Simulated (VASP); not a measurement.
Energy against volume of SrTiO3 (cubic perovskite). Computed with PBEsol GGA, VASP's PBE PAW potentials (set 64) (plane waves; VASP).

```csv
V (Å³/atom),E (eV/atom)
11.117,-8.37489
11.472,-8.39632
11.827,-8.40327
12.182,-8.39787
12.537,-8.38196
```

Problem. Fit a third-order Birch-Murnaghan equation of state.

Solution. 
```yaml
volume_per_atom: 11.84 Å^3/atom
bulk_modulus: 184 GPa
pressure_derivative_of_the_bulk_modulus: 4.36
lattice_constant_a: 389.7 pm
```

Measured: a 3.890 Å at 0 K (computed value off by +0.2 %), as given by D. I. Bilc et al., Physical Review B (2008), arXiv:0805.0753 [cubic phase extrapolated to 0 K].

The compound is SrTiO3 in the cubic perovskite structure, the ideal cubic form; the compound distorts at low or room temperature. It was relaxed first.
